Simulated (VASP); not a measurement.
All values below come from PBEsol GGA, VASP's PBE PAW potentials (set 64) (plane waves; VASP).

VASP ran on this input.

### INCAR
```
SYSTEM = WSe2
PREC = Accurate
ENCUT = 480
EDIFF = 1E-6
NELM = 100
ALGO = Normal
LREAL = .FALSE.
LASPH = .TRUE.
ISMEAR = 0
SIGMA = 0.05
GGA = PS
LMAXMIX = 6
LWAVE = .FALSE.
LCHARG = .FALSE.
IBRION = 2
ISIF = 3
NSW = 60
EDIFFG = -0.02
```

File KPOINTS:
```
Automatic mesh
0
Gamma
7 7 2
0 0 0
```

POSCAR:
```
WSe2
1
    3.2708668359     0.0000000000     0.0000000000
   -1.6354334179     2.8326534506    -0.0000000000
   -0.0000000000     0.0000000000    13.0211420967
W Se
2 4
Direct
  0.6666670000   0.3333330000   0.7500000000
  0.3333330000   0.6666670000   0.2500000000
  0.6666670000   0.3333330000   0.3789196041
  0.3333330000   0.6666670000   0.8789196041
  0.3333330000   0.6666670000   0.6210803959
  0.6666670000   0.3333330000   0.1210803959
```

POTCAR, in this order: W_sv Se (PBE.64 set). Program: vasp_std.

The resulting files:

File OSZICAR:
```
...
       N       E                     dE             d eps       ncg     rms          rms(c)
DAV:   1    -0.465533447373E+02   -0.46411E-02   -0.11330E-01  1104   0.274E+00    0.610E-01
DAV:   2    -0.465500059703E+02    0.33388E-02   -0.19458E-02  1184   0.915E-01    0.172E-01
DAV:   3    -0.465492971879E+02    0.70878E-03   -0.32320E-03  1249   0.231E-01    0.735E-02
DAV:   4    -0.465491612268E+02    0.13596E-03   -0.57181E-04  1155   0.149E-01    0.721E-02
DAV:   5    -0.465491525834E+02    0.86435E-05   -0.71237E-05  1295   0.506E-02    0.345E-02
DAV:   6    -0.465491416913E+02    0.10892E-04   -0.45060E-05  1160   0.296E-02    0.903E-03
DAV:   7    -0.465491415096E+02    0.18175E-06   -0.53662E-06  1039   0.154E-02
   2 F= -.46549142E+02 E0= -.46549142E+02  d E =-.437706E-03
       N       E                     dE             d eps       ncg     rms          rms(c)
DAV:   1    -0.465492872913E+02   -0.14560E-03   -0.35200E-03  1125   0.481E-01    0.106E-01
DAV:   2    -0.465491860260E+02    0.10127E-03   -0.59419E-04  1192   0.160E-01    0.303E-02
DAV:   3    -0.465491639951E+02    0.22031E-04   -0.97297E-05  1121   0.402E-02    0.128E-02
DAV:   4    -0.465491594246E+02    0.45706E-05   -0.17393E-05  1148   0.262E-02    0.127E-02
DAV:   5    -0.465491585709E+02    0.85363E-06   -0.18418E-06   788   0.890E-03
   3 F= -.46549159E+02 E0= -.46549159E+02  d E =-.454768E-03
       N       E                     dE             d eps       ncg     rms          rms(c)
DAV:   1    -0.465495336823E+02   -0.37426E-03   -0.10831E-02  1062   0.579E-01    0.688E-02
DAV:   2    -0.465494573592E+02    0.76323E-04   -0.88693E-04  1132   0.182E-01    0.328E-02
DAV:   3    -0.465494435225E+02    0.13837E-04   -0.48574E-05  1216   0.343E-02    0.238E-02
DAV:   4    -0.465494396667E+02    0.38557E-05   -0.95458E-06  1018   0.158E-02    0.189E-02
DAV:   5    -0.465494386439E+02    0.10228E-05   -0.29935E-06   786   0.119E-02    0.736E-03
DAV:   6    -0.465494382764E+02    0.36754E-06   -0.15119E-06   617   0.730E-03
   4 F= -.46549438E+02 E0= -.46549438E+02  d E =-.279705E-03
       N       E                     dE             d eps       ncg     rms          rms(c)
DAV:   1    -0.465507480432E+02   -0.13094E-02   -0.97338E-02  1034   0.174E+00    0.205E-01
DAV:   2    -0.465500550491E+02    0.69299E-03   -0.80460E-03  1104   0.548E-01    0.100E-01
DAV:   3    -0.465499322886E+02    0.12276E-03   -0.43187E-04  1217   0.102E-01    0.733E-02
DAV:   4    -0.465498976484E+02    0.34640E-04   -0.85388E-05  1118   0.465E-02    0.575E-02
DAV:   5    -0.465498899421E+02    0.77062E-05   -0.28116E-05  1139   0.341E-02    0.226E-02
DAV:   6    -0.465498872791E+02    0.26630E-05   -0.15267E-05  1131   0.183E-02    0.360E-03
DAV:   7    -0.465498872625E+02    0.16568E-07   -0.15789E-06   695   0.809E-03
   5 F= -.46549887E+02 E0= -.46549887E+02  d E =-.728692E-03
       N       E                     dE             d eps       ncg     rms          rms(c)
DAV:   1    -0.465499593529E+02   -0.72074E-04   -0.61258E-03  1048   0.436E-01    0.508E-02
DAV:   2    -0.465499178766E+02    0.41476E-04   -0.49847E-04  1089   0.136E-01    0.250E-02
DAV:   3    -0.465499103092E+02    0.75674E-05   -0.26357E-05  1102   0.254E-02    0.185E-02
DAV:   4    -0.465499081326E+02    0.21766E-05   -0.52598E-06   983   0.118E-02    0.144E-02
DAV:   5    -0.465499075064E+02    0.62615E-06   -0.17597E-06   699   0.927E-03
   6 F= -.46549908E+02 E0= -.46549908E+02  d E =-.748935E-03
       N       E                     dE             d eps       ncg     rms          rms(c)
DAV:   1    -0.465508242010E+02   -0.91607E-03   -0.28218E-02   999   0.112E+00    0.168E-01
DAV:   2    -0.465502931840E+02    0.53102E-03   -0.42798E-03  1140   0.407E-01    0.730E-02
DAV:   3    -0.465501975376E+02    0.95646E-04   -0.33023E-04  1144   0.863E-02    0.340E-02
DAV:   4    -0.465501682503E+02    0.29287E-04   -0.90112E-05  1104   0.511E-02    0.226E-02
DAV:   5    -0.465501668730E+02    0.13773E-05   -0.59239E-06  1125   0.148E-02    0.114E-02
DAV:   6    -0.465501659786E+02    0.89440E-06   -0.27247E-06   796   0.967E-03
   7 F= -.46550166E+02 E0= -.46550166E+02  d E =-.258472E-03
       N       E                     dE             d eps       ncg     rms          rms(c)
DAV:   1    -0.465566968579E+02   -0.65300E-02   -0.25264E-01   999   0.335E+00    0.503E-01
DAV:   2    -0.465519371067E+02    0.47598E-02   -0.38627E-02  1140   0.122E+00    0.220E-01
DAV:   3    -0.465510746628E+02    0.86244E-03   -0.29923E-03  1101   0.260E-01    0.103E-01
DAV:   4    -0.465508149786E+02    0.25968E-03   -0.80507E-04  1111   0.151E-01    0.671E-02
DAV:   5    -0.465508045781E+02    0.10400E-04   -0.62208E-05  1248   0.475E-02    0.360E-02
DAV:   6    -0.465507986955E+02    0.58826E-05   -0.23231E-05  1111   0.235E-02    0.487E-03
DAV:   7    -0.465507982630E+02    0.43252E-06   -0.49358E-06   969   0.122E-02
   8 F= -.46550798E+02 E0= -.46550798E+02  d E =-.890757E-03
       N       E                     dE             d eps       ncg     rms          rms(c)
DAV:   1    -0.465749631664E+02   -0.24164E-01   -0.10079E+00   992   0.670E+00    0.101E+00
DAV:   2    -0.465560113124E+02    0.18952E-01   -0.15412E-01  1133   0.245E+00    0.441E-01
DAV:   3    -0.465525716248E+02    0.34397E-02   -0.11998E-02  1094   0.520E-01    0.207E-01
DAV:   4    -0.465515317299E+02    0.10399E-02   -0.31958E-03  1125   0.297E-01    0.134E-01
DAV:   5    -0.465514893915E+02    0.42338E-04   -0.25597E-04  1233   0.964E-02    0.730E-02
DAV:   6    -0.465514676624E+02    0.21729E-04   -0.97197E-05  1245   0.483E-02    0.925E-03
DAV:   7    -0.465514658481E+02    0.18143E-05   -0.18633E-05  1153   0.220E-02    0.359E-03
DAV:   8    -0.465514661257E+02   -0.27758E-06   -0.58202E-07   699   0.488E-03
   9 F= -.46551466E+02 E0= -.46551466E+02  d E =-.155862E-02
       N       E                     dE             d eps       ncg     rms          rms(c)
DAV:   1    -0.465556068841E+02   -0.41410E-02   -0.17489E-01   999   0.278E+00    0.416E-01
DAV:   2    -0.465523163415E+02    0.32905E-02   -0.26567E-02  1140   0.101E+00    0.182E-01
DAV:   3    -0.465517238240E+02    0.59252E-03   -0.20525E-03  1101   0.215E-01    0.855E-02
DAV:   4    -0.465515438166E+02    0.18001E-03   -0.55606E-04  1118   0.125E-01    0.558E-02
DAV:   5    -0.465515362811E+02    0.75355E-05   -0.43025E-05  1234   0.393E-02    0.297E-02
DAV:   6    -0.465515321240E+02    0.41571E-05   -0.16105E-05  1131   0.195E-02    0.399E-03
DAV:   7    -0.465515318460E+02    0.27803E-06   -0.33650E-06   894   0.102E-02
  10 F= -.46551532E+02 E0= -.46551532E+02  d E =-.162434E-02
       N       E                     dE             d eps       ncg     rms          rms(c)
DAV:   1    -0.465527586667E+02   -0.12265E-02   -0.47118E-02   992   0.159E+00    0.344E-01
DAV:   2    -0.465519348666E+02    0.82380E-03   -0.27955E-03  1055   0.352E-01    0.103E-01
DAV:   3    -0.465516876267E+02    0.24724E-03   -0.56815E-04  1136   0.138E-01    0.425E-02
DAV:   4    -0.465516753061E+02    0.12321E-04   -0.93900E-05  1162   0.537E-02    0.240E-02
DAV:   5    -0.465516734967E+02    0.18094E-05   -0.11185E-05  1184   0.176E-02    0.132E-02
DAV:   6    -0.465516740949E+02   -0.59824E-06   -0.40099E-06   933   0.123E-02
  11 F= -.46551674E+02 E0= -.46551674E+02  d E =-.142249E-03
       N       E                     dE             d eps       ncg     rms          rms(c)
DAV:   1    -0.465517017421E+02   -0.28245E-04   -0.10528E-03   992   0.237E-01    0.513E-02
DAV:   2    -0.465516842401E+02    0.17502E-04   -0.63182E-05  1069   0.529E-02    0.155E-02
DAV:   3    -0.465516781683E+02    0.60718E-05   -0.12526E-05  1112   0.205E-02    0.638E-03
DAV:   4    -0.465516773448E+02    0.82347E-06   -0.18651E-06   669   0.793E-03
  12 F= -.46551677E+02 E0= -.46551677E+02  d E =-.145499E-03
```

File OUTCAR:
```
------------------------ aborting loop because EDIFF is reached ----------------------------------------
  FORCE on cell =-STRESS in cart. coord.  units (eV):
  Direction    XX          YY          ZZ          XY          YZ          ZX
  --------------------------------------------------------------------------------------
  Total        0.0127355      0.0127355      0.0989198      0.0000000     -0.0000000      0.0000000
  in kB        0.1663236      0.1663236      1.2918812      0.0000000     -0.0000000      0.0000000
  external PRESSURE =       0.5415095 kB  Pullay stress =       0.0000000 kB
  volume of cell :      122.68
      direct lattice vectors                 reciprocal lattice vectors
     3.274212795  0.000000000  0.000000000     0.305416924  0.176332563  0.000000000
    -1.637106397  2.835551135 -0.000000000    -0.000000000  0.352665127  0.000000000
     0.000000000 -0.000000000 13.213767392    -0.000000000 -0.000000000  0.075678644
 POSITION                                       TOTAL-FORCE (eV/Angst)
 -----------------------------------------------------------------------------------
      1.63711      0.94518      9.91033        -0.000000      0.000000     -0.000000
     -0.00000      1.89037      3.30344         0.000000     -0.000000     -0.000000
      1.63711      0.94518      4.97881         0.000000     -0.000000      0.016807
     -0.00000      1.89037     11.58569        -0.000000     -0.000000      0.016807
     -0.00000      1.89037      8.23496         0.000000     -0.000000     -0.016807
      1.63711      0.94518      1.62808         0.000000     -0.000000     -0.016807
 -----------------------------------------------------------------------------------
    total drift:                               -0.002367      0.001366     -0.000770
  FREE ENERGIE OF THE ION-ELECTRON SYSTEM (eV)
  ---------------------------------------------------
  free  energy   TOTEN  =       -46.5516773448 eV

  energy  without entropy=      -46.5516773448  energy(sigma->0) =      -46.55167734

 reached required accuracy - stopping structural energy minimisation
```
(Selected blocks of OUTCAR.)

### CONTCAR
```
WSe2
   1.00000000000000
     3.2742127947303499    0.0000000000000578    0.0000000000000000
    -1.6371063973150737    2.8355511349753391   -0.0000000000000000
     0.0000000000000000   -0.0000000000000000   13.2137673920768908
  W               Se
     2     4
Direct
     0.6666669999999968    0.3333330000000032    0.7500000000000000
     0.3333330000000032    0.6666669999999968    0.2500000000000000
     0.6666669999999968    0.3333330000000032    0.3767892541893335
     0.3333330000000032    0.6666669999999968    0.8767892541893336
     0.3333330000000032    0.6666669999999968    0.6232107458106664
     0.6666669999999968    0.3333330000000032    0.1232107458106664
```

OUTCAR:
```
 val. band max:        5.9408451464   @ k =   0.0000   0.0000   0.0000

 cond. band min:       7.1064735823   @ k =   0.1429   0.1429   0.0000


 Fermi energy:         6.2462986283

 k-point     1 :       0.0000    0.0000    0.0000
  band No.  band energies     occupation
      1     -68.2414      2.00000
      2     -68.2413      2.00000
      3     -32.5022      2.00000
      4     -32.5022      2.00000
      5     -32.3562      2.00000
      6     -32.3562      2.00000
      7     -32.3562      2.00000
      8     -32.3562      2.00000
      9      -9.2862      2.00000
     10      -9.0863      2.00000
     11      -8.0732      2.00000
     12      -7.7323      2.00000
     13      -1.1049      2.00000
     14      -0.1430      2.00000
     15       2.4206      2.00000
     16       3.3676      2.00000
     17       3.3676      2.00000
     18       3.3800      2.00000
     19       3.3800      2.00000
     20       4.5118      2.00000
     21       4.5119      2.00000
     22       4.5527      2.00000
     23       4.5527      2.00000
     24       4.7644      2.00000
     25       4.8541      2.00000
     26       5.9408      2.00000
     27       8.7258      0.00000
     28       8.7258      0.00000
     29       8.7659      0.00000
     30       8.7659      0.00000
     31       8.8480      0.00000

 k-point     2 :       0.1429    0.0000    0.0000
  band No.  band energies     occupation
      1     -68.2393      2.00000
      2     -68.2392      2.00000
      3     -32.4932      2.00000
      4     -32.4932      2.00000
      5     -32.4033      2.00000
      6     -32.4033      2.00000
      7     -32.3672      2.00000
      8     -32.3672      2.00000
      9      -8.9752      2.00000
     10      -8.7776      2.00000
     11      -7.9041      2.00000
     12      -7.5885      2.00000
     13      -0.7117      2.00000
     14       0.2452      2.00000
     15       2.1400      2.00000
     16       2.5038      2.00000
     17       2.5440      2.00000
...
```

Without a dispersion term in the relaxation, distances and binding between the weakly bound layers, chains or molecules are unreliable, and so is what depends on them. Unless said otherwise, spin-orbit coupling is left out, though it shifts the bands of the heavy elements here.

The compound is WSe2 in the 2H layered structure. This run relaxes it. Symmetry was kept, so distortions that lower it aren't found. The start is the result of an earlier pass.
